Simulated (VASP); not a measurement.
These are PBEsol GGA, VASP's PBE PAW potentials (set 64) (plane waves; VASP 6.6.1) values and carry that method's errors.

VASP ran on this input.

File KPOINTS:
```
Automatic mesh
0
Gamma
7 7 7
0 0 0
```

File POSCAR:
```
SnSe
1
    0.0000000000     3.0104350000     3.0104350000
    3.0104350000     0.0000000000     3.0104350000
    3.0104350000     3.0104350000     0.0000000000
Sn Se
1 1
Direct
  0.0000000000   0.0000000000   0.0000000000
  0.5000000000   0.5000000000   0.5000000000
```

INCAR:
```
SYSTEM = SnSe
PREC = Accurate
ENCUT = 300
EDIFF = 1E-6
NELM = 100
ALGO = Normal
LREAL = .FALSE.
LASPH = .TRUE.
ISMEAR = -1
SIGMA = 0.1
GGA = PS
LMAXMIX = 4
LWAVE = .FALSE.
LCHARG = .FALSE.
ISIF = 2
```

POTCAR, in this order: Sn_d Se (PBE.64 set). Program: vasp_std.

What VASP printed:

### OSZICAR
```
       N       E                     dE             d eps       ncg     rms          rms(c)
DAV:   1     0.103103847872E+03    0.10310E+03   -0.75980E+03   578   0.122E+03
DAV:   2    -0.122569601524E+01   -0.10433E+03   -0.10245E+03   638   0.297E+02
DAV:   3    -0.898163768724E+01   -0.77559E+01   -0.77033E+01   686   0.842E+01
DAV:   4    -0.914019972126E+01   -0.15856E+00   -0.15848E+00   626   0.137E+01
DAV:   5    -0.914501506839E+01   -0.48153E-02   -0.48150E-02   790   0.211E+00    0.303E+00
DAV:   6    -0.897631505895E+01    0.16870E+00   -0.43982E-01   774   0.477E+00    0.183E+00
DAV:   7    -0.897202911556E+01    0.42859E-02   -0.68991E-02   616   0.143E+00    0.856E-01
DAV:   8    -0.897197735098E+01    0.51765E-04   -0.64439E-03   626   0.836E-01    0.785E-02
DAV:   9    -0.897186935598E+01    0.10800E-03   -0.96645E-04   786   0.275E-01    0.469E-02
DAV:  10    -0.897189329059E+01   -0.23935E-04   -0.87281E-05   596   0.607E-02    0.118E-02
DAV:  11    -0.897189482336E+01   -0.15328E-05   -0.79449E-06   688   0.289E-02    0.222E-03
DAV:  12    -0.897189493984E+01   -0.11648E-06   -0.69923E-07   340   0.123E-02
   1 F= -.89718949E+01 E0= -.89699840E+01  d E =-.382185E-02
```

File OUTCAR:
```
------------------------ aborting loop because EDIFF is reached ----------------------------------------
  FORCE on cell =-STRESS in cart. coord.  units (eV):
  Direction    XX          YY          ZZ          XY          YZ          ZX
  --------------------------------------------------------------------------------------
  Total       -0.7330843     -0.7330843     -0.7330843     -0.0000000      0.0000000     -0.0000000
  in kB      -21.5251765    -21.5251765    -21.5251765     -0.0000000      0.0000000     -0.0000000
  external PRESSURE =     -21.5251765 kB  Pullay stress =       0.0000000 kB
  volume of cell :       54.57
      direct lattice vectors                 reciprocal lattice vectors
     0.000000000  3.010435000  3.010435000    -0.166088954  0.166088954  0.166088954
     3.010435000  0.000000000  3.010435000     0.166088954 -0.166088954  0.166088954
     3.010435000  3.010435000  0.000000000     0.166088954  0.166088954 -0.166088954
 POSITION                                       TOTAL-FORCE (eV/Angst)
 -----------------------------------------------------------------------------------
      0.00000      0.00000      0.00000         0.000000      0.000000      0.000000
      3.01044      3.01044      3.01044        -0.000000     -0.000000     -0.000000
 -----------------------------------------------------------------------------------
    total drift:                                0.000000     -0.000000     -0.000000
  FREE ENERGIE OF THE ION-ELECTRON SYSTEM (eV)
  ---------------------------------------------------
  free  energy   TOTEN  =        -8.9718949398 eV

  energy  without entropy=       -8.9680730852  energy(sigma->0) =       -8.96998401
```
(Selected blocks of OUTCAR.)

At this cut-off the stress carries a Pulay error, which pulls relaxed volumes low.

The structure comes from a computed database's SnSe entry; how it stands against other phases isn't given here. The cell was not relaxed at this level.
